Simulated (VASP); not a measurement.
An input for Ansatz (written as the equivalent of a VASP run, and not itself run):

Ansatz 0.2 input:
```yaml
crystal:
  lattice:
    - [2.8107500, 0.0000000, 0.0000000]
    - [0.0000000, 2.8107500, 0.0000000]
    - [0.0000000, 0.0000000, 4.0664200]
  atoms:
    - { symbol: Ti, position: [0.5000000, 0.5000000, 0.5000000] }
    - { symbol: Al, position: [0.0000000, 0.0000000, 0.0000000] }
kpoints:
  mp_grid: { grid: [12, 12, 8] }
hamiltonian:
  xc: r2scan
  pseudopotentials: { kind: paw }
scf:
  occupations: { method: methfessel_paxton, width: 0.1 }
  max_iter: 100
relax:
  max_steps: 60
  f_tol: 0.01
  cell: {}
output: { forces: true, stress: true, eigenvalues: true }
```

### Question
Write the VASP files for the same calculation (r2SCAN).

### Answer
This is not unique; one that fits is 
POSCAR:
```
TiAl
1.0
  2.8107500000   0.0000000000   0.0000000000
  0.0000000000   2.8107500000   0.0000000000
  0.0000000000   0.0000000000   4.0664200000
Ti Al
1 1
direct
  0.5000000000   0.5000000000   0.5000000000
  0.0000000000   0.0000000000   0.0000000000
```

**INCAR**
```
SYSTEM = TiAl
PREC = Accurate
ENCUT = 400
EDIFF = 1E-6
NELM = 100
ALGO = Normal
LREAL = .FALSE.
LASPH = .TRUE.
ISMEAR = 1
SIGMA = 0.1
METAGGA = R2SCAN
LMIXTAU = .TRUE.
LMAXMIX = 4
LWAVE = .FALSE.
LCHARG = .FALSE.
IBRION = 2
ISIF = 3
NSW = 60
EDIFFG = -0.01
```

File KPOINTS:
```
Automatic
0
G
  12 12 8
0 0 0
```

POTCAR, in this order: Ti_sv Al (PBE.64 set). Program: vasp_std.

What does not carry over: each code has its own PAW files, so the cut-off isn't converted (ENCUT is set for VASP's; basis.ecutwfc is left out, and Ansatz then takes the one that its files recommend); Ansatz stops its SCF on the density residual and VASP on the energy change (EDIFF).

The structure comes from a computed database's TiAl entry (P4/mmm); how it stands against other phases isn't given here. This run relaxes it. Symmetry was kept, so distortions that lower it aren't found.
